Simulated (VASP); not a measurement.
Here is a VASP 6.6.1 calculation.

INCAR

```
SYSTEM = Lu3SiN3
  PREC = Accurate
  ENCUT = 520
  EDIFF = 1E-6
  ISMEAR = 1
  SIGMA = 0.2114
  LREAL = .False.
  LASPH = .True.
  NELM = 80
  ALGO = Normal
  ISIF = 2
  LWAVE = .False.
  LCHARG = .True.
  GGA = PE
  LELF = .True.
  LVHAR = .True.
  NBANDS = 56
```

Contents of KPOINTS:

```
Automatic mesh
0
Gamma
  5 5 2
  0.5 0.5 0.5
```

Contents of POSCAR:

```
Lu3SiN3
1.0
    3.6061750000      0.0000000000      0.0000000000
    0.0000000000      3.6061750000      0.0000000000
    0.0000000000      0.0000000000      8.3449820000
N Lu Si
3 3 1
Direct
    0.0000000000      0.0000000000      0.3354000000
    0.0000000000      0.0000000000      0.6646000000
    0.5000000000      0.5000000000      0.0000000000
    0.5000000000      0.5000000000      0.2778000000
    0.5000000000      0.5000000000      0.7222000000
    0.0000000000      0.0000000000      0.0000000000
    0.0000000000      0.0000000000      0.5000000000
```

Potentials or basis: VASP PAW PBE potentials, release 64 (N, Lu, Si).

The run is started by

```console
$ cat potpaw_PBE.64/N/POTCAR potpaw_PBE.64/Lu/POTCAR potpaw_PBE.64/Si/POTCAR > POTCAR
$ mpirun -np 1 vasp_std > vasp.out
```

(1) Predict the band gap on the k mesh.

(2) Estimate the pressure.

(3) Predict the largest force.

Results:

(1) 0.08 eV, indirect (least direct gap 0.57 eV).

(2) 15.1 GPa.

(3) 23.032 eV/Å.

Caveat: so large a pressure means that the cell lies far from this level's equilibrium, or that cutoff or potentials fall short; spin-orbit coupling is left out, which moves the levels of the heavy elements; forces of over 1 eV/Å show positions far from the minimum, so gaps and moduli don't describe the material at rest.
